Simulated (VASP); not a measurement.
A VASP calculation is set up with these files.

KPOINTS:
```
Automatic mesh
0
Gamma
8 8 6
0 0 0
```

**POSCAR**
```
BaSi2
1
    4.0142182599     0.0000000000    -0.0000000000
   -2.0071091299     3.4764148248     0.0000000000
    0.0000000000    -0.0000000000     5.2028193807
Ba Si
1 2
Direct
  0.0000000000   0.0000000000   0.0000000000
  0.6666670000   0.3333330000   0.5617995096
  0.3333330000   0.6666670000   0.4382004904
```

### INCAR
```
! general
SYSTEM  = BaSi2
PREC    = Accurate
ENCUT   = 400   ! plane-wave cut-off (eV)
LREAL   = F
LASPH   = T

! electronic loop
EDIFF   = 1E-8   ! SCF stop (eV)
NELM    = 100   ! most electronic steps
ALGO    = Normal
LMAXMIX = 4

! smearing
ISMEAR  = 1
SIGMA   = 0.1   ! width (eV)

! ions
IBRION  = 1   ! quasi-Newton
NSW     = 30   ! most ionic steps
ISIF    = 2   ! forces and stress, cell fixed
EDIFFG  = -0.001   ! ionic stop

! output
LWAVE   = F
LCHARG  = F
```

POTCAR, in this order: Ba_sv Si (LDA.64 set). Program: vasp_std.

Write an equivalent input for Quantum ESPRESSO's pw.x.

One equivalent input (not run):
```
&CONTROL
  calculation = 'relax'
  pseudo_dir = './pseudo'
  outdir = './out'
  tprnfor = .true.
  tstress = .true.
  nstep = 30
  forc_conv_thr = 3.9e-05
/
&SYSTEM
  ibrav = 0
  nat = 3
  ntyp = 2
  ecutwfc = 56.6
  occupations = 'smearing'
  smearing = 'methfessel-paxton'
  degauss = 0.00735
  input_dft = 'pz'
/
&ELECTRONS
  conv_thr = 7.3e-10
  electron_maxstep = 100
/
&IONS
/
ATOMIC_SPECIES
  Ba 137.327 Ba.upf
  Si 28.085 Si.upf
CELL_PARAMETERS angstrom
     4.0142183    0.0000000   -0.0000000
    -2.0071091    3.4764148    0.0000000
     0.0000000   -0.0000000    5.2028194
ATOMIC_POSITIONS crystal
  Ba   0.0000000  0.0000000  0.0000000
  Si   0.6666670  0.3333330  0.5617995
  Si   0.3333330  0.6666670  0.4382005
K_POINTS automatic
  8 8 6 0 0 0
```
The two are equivalent in intent, not identical: the potentials are each code's own (VASP's PAW set, PseudoDojo norm-conserving files in pw.x), so ENCUT and ecutwfc are chosen apart and not converted; conv_thr bounds pw.x's estimated SCF error, while EDIFF bounds the energy change between steps; forc_conv_thr acts on force components and is met together with etot_conv_thr.

The structure comes from a computed database's BaSi2 entry (P-3m1); how it stands against other phases isn't given here. This run relaxes the ions in a fixed cell. Symmetry was kept, so distortions that lower it aren't found. The start is the result of an earlier pass.
